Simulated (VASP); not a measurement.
All values below come from PBEsol GGA, VASP's PBE PAW potentials (set 64) (plane waves; VASP).

A VASP calculation is set up with these files.

POSCAR:
```
RuSi
1
    4.6869299071     0.0000000000     0.0000000000
   -0.0000000000     4.6869299071     0.0000000000
    0.0000000000    -0.0000000000     4.6869299071
Si Ru
4 4
Direct
  0.1616285518   0.3383714482   0.6616285518
  0.6616285518   0.1616285518   0.3383714482
  0.8383714482   0.8383714482   0.8383714482
  0.3383714482   0.6616285518   0.1616285518
  0.8686156567   0.6313843433   0.3686156567
  0.3686156567   0.8686156567   0.6313843433
  0.1313843433   0.1313843433   0.1313843433
  0.6313843433   0.3686156567   0.8686156567
```

### KPOINTS
```
Automatic mesh
0
Gamma
5 5 5
0 0 0
```

**INCAR**
```
NSW  =  40
SIGMA  =  0.05   ! width (eV)
PREC  =  Accurate
LCHARG  =  .FALSE.
IBRION  =  2   ! conjugate gradients
NELM  =  100   ! most electronic steps
ALGO  =  Normal   ! blocked Davidson
LWAVE  =  .FALSE.
LMAXMIX  =  4   ! l cut-off of mixed one-centre charges
LREAL  =  .FALSE.   ! projection in real space or not
ENCUT  =  500   ! plane-wave cut-off (eV)
GGA  =  PS   ! PBEsol
SYSTEM  =  RuSi
LASPH  =  .TRUE.
EDIFF  =  1E-6
EDIFFG  =  -0.02
ISMEAR  =  0
ISIF  =  3   ! ions, shape and volume
```

POTCAR, in this order: Si Ru_pv (PBE.64 set). Program: vasp_std.

Task: Predict the energy per atom (σ→0), volume per atom.

Result: 
The energy per atom (σ→0) comes out as -8.662 eV/atom and the volume per atom comes out as 12.90 Å³/atom.

**OSZICAR**
```
...
DAV:   1    -0.693213311179E+02   -0.28980E-01   -0.50461E-01   978   0.552E+00    0.162E+00
DAV:   2    -0.692975540022E+02    0.23777E-01   -0.22294E-01   991   0.284E+00    0.511E-01
DAV:   3    -0.692943336085E+02    0.32204E-02   -0.15172E-02   997   0.699E-01    0.128E-01
DAV:   4    -0.692941954709E+02    0.13814E-03   -0.21556E-03  1013   0.172E-01    0.452E-02
DAV:   5    -0.692941856512E+02    0.98197E-05   -0.16342E-04  1105   0.694E-02    0.445E-02
DAV:   6    -0.692942051485E+02   -0.19497E-04   -0.18233E-05   992   0.217E-02    0.431E-03
DAV:   7    -0.692942054211E+02   -0.27262E-06   -0.14562E-06   630   0.569E-03
   3 F= -.69294205E+02 E0= -.69294202E+02  d E =-.398505E-03
```

The compound is RuSi in the B20 structure. This run relaxes it. Symmetry was kept, so distortions that lower it aren't found.
